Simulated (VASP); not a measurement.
Method: PBE GGA with D3 dispersion (Becke-Johnson damping), VASP's PBE PAW potentials (set 64) (plane waves; VASP).

A VASP calculation is set up with these files.

KPOINTS:
```
Regular mesh
0
gamma
6 6 3
```

**INCAR**
```
PREC = Accurate
LMAXMIX = 4
ENCUT = 520   ! plane-wave cut-off (eV)
LREAL = F
IVDW = 12   ! D3, Becke-Johnson
IBRION = 2   ! conjugate gradients
ISMEAR = 0   ! Gaussian
LCHARG = F
LASPH = T
EDIFF = 1E-7
NSW = 30
ALGO = Normal   ! blocked Davidson
SYSTEM = CdSe
EDIFFG = -0.01
SIGMA = 0.05
ISIF = 4   ! ions and shape, fixed volume
NELM = 100   ! most electronic steps
GGA = PE   ! PBE
LWAVE = F
```

POSCAR:
```
CdSe
1
    2.1881579482    -3.7900004971     0.0000000000
    2.1881579482     3.7900004971     0.0000000000
    0.0000000000     0.0000000000     7.1360111798
Cd Se
2 2
Direct
  0.6666670000   0.3333330000   0.5000604311
  0.3333330000   0.6666670000   0.0000604311
  0.6666670000   0.3333330000   0.8759395689
  0.3333330000   0.6666670000   0.3759395689
```

POTCAR, in this order: Cd Se (PBE.64 set). Program: vasp_std.

Output

OSZICAR:
```
       N       E                     dE             d eps       ncg     rms          rms(c)
DAV:   1     0.243741817627E+03    0.24374E+03   -0.16886E+04   616   0.145E+03
DAV:   2     0.218015332198E+01   -0.24156E+03   -0.23654E+03   664   0.348E+02
DAV:   3    -0.116179431100E+02   -0.13798E+02   -0.13737E+02   718   0.826E+01
DAV:   4    -0.117556949803E+02   -0.13775E+00   -0.13764E+00   706   0.787E+00
DAV:   5    -0.117567603192E+02   -0.10653E-02   -0.10653E-02   736   0.664E-01    0.825E+00
DAV:   6    -0.110190277686E+02    0.73773E+00   -0.16879E+00   740   0.125E+01    0.650E+00
DAV:   7    -0.109877725160E+02    0.31255E-01   -0.56891E-01   700   0.414E+00    0.262E+00
DAV:   8    -0.109867937095E+02    0.97881E-03   -0.60547E-02   664   0.271E+00    0.358E-01
DAV:   9    -0.109866603786E+02    0.13333E-03   -0.93457E-03   706   0.121E+00    0.115E-01
DAV:  10    -0.109868047135E+02   -0.14433E-03   -0.10001E-03   682   0.377E-01    0.769E-02
DAV:  11    -0.109869261471E+02   -0.12143E-03   -0.30000E-04   640   0.117E-01    0.225E-02
DAV:  12    -0.109869004353E+02    0.25712E-04   -0.12042E-04   760   0.112E-01    0.766E-03
DAV:  13    -0.109869039775E+02   -0.35422E-05   -0.17782E-05   682   0.257E-02    0.838E-03
DAV:  14    -0.109869036380E+02    0.33949E-06   -0.11719E-06   748   0.620E-03    0.411E-03
DAV:  15    -0.109869039538E+02   -0.31580E-06   -0.19474E-07   536   0.241E-03    0.586E-04
DAV:  16    -0.109869039758E+02   -0.21980E-07   -0.39719E-08   466   0.106E-03
   1 F= -.12189696E+02 E0= -.12189696E+02  d E =-.121897E+02
```

OUTCAR:
```
------------------------ aborting loop because EDIFF is reached ----------------------------------------
 Edisp (eV)   -1.20279
  FORCE on cell =-STRESS in cart. coord.  units (eV):
  Direction    XX          YY          ZZ          XY          YZ          ZX
  --------------------------------------------------------------------------------------
  Total      -1.02150    -1.02150    -0.97719     0.00000     0.00000     0.00000
  in kB     -13.82756   -13.82756   -13.22773     0.00000     0.00000     0.00000
  external pressure =      -13.63 kB  Pullay stress =        0.00 kB
  volume of cell :      118.36
      direct lattice vectors                 reciprocal lattice vectors
     2.188157948 -3.790000497  0.000000000     0.228502700 -0.131926104  0.000000000
     2.188157948  3.790000497  0.000000000     0.228502700  0.131926104  0.000000000
     0.000000000  0.000000000  7.136011180     0.000000000  0.000000000  0.140134310
  FREE ENERGIE OF THE ION-ELECTRON SYSTEM (eV)
  ---------------------------------------------------
  free  energy   TOTEN  =       -12.1896961812 eV

  energy  without entropy=      -12.1896961812  energy(sigma->0) =      -12.18969618

 reached required accuracy - stopping structural energy minimisation
```
(Selected blocks of OUTCAR.)

The compound is CdSe in the wurtzite structure. This cell is one point of a volume scan, at 1.03 of the reference volume.
